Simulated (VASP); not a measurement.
```
CELL_PARAMETERS angstrom
      3.28939     0.00000     0.00000
      0.00000     3.28939     0.00000
      0.00000     0.00000     3.77583
ATOMIC_POSITIONS crystal
  Mg 0.50000 0.50000 0.50000
  Cd 0.00000 0.00000 0.00000
```

The numbers are results of PBEsol GGA, VASP's PBE PAW potentials (set 64) (plane waves; VASP 6.6.1), not measurements. Run with 400 eV cut-off, 12×12×11 Γ-centred mesh, tetrahedra with Blöchl corrections, potentials Mg Cd.

### Question
Estimate the energy per atom (σ→0), band gap (on the k-mesh) with the smallest direct gap where there is one.

### Answer

band gap (on the k-mesh): none (metal, semimetal or under 0.01 eV)
energy per atom (σ→0): -1.574 eV/atom

The absolute energy has meaning only against runs of the same code, potentials and settings.

The structure comes from a computed database's MgCd entry (P4/mmm); how it stands against other phases isn't given here. It was relaxed first.
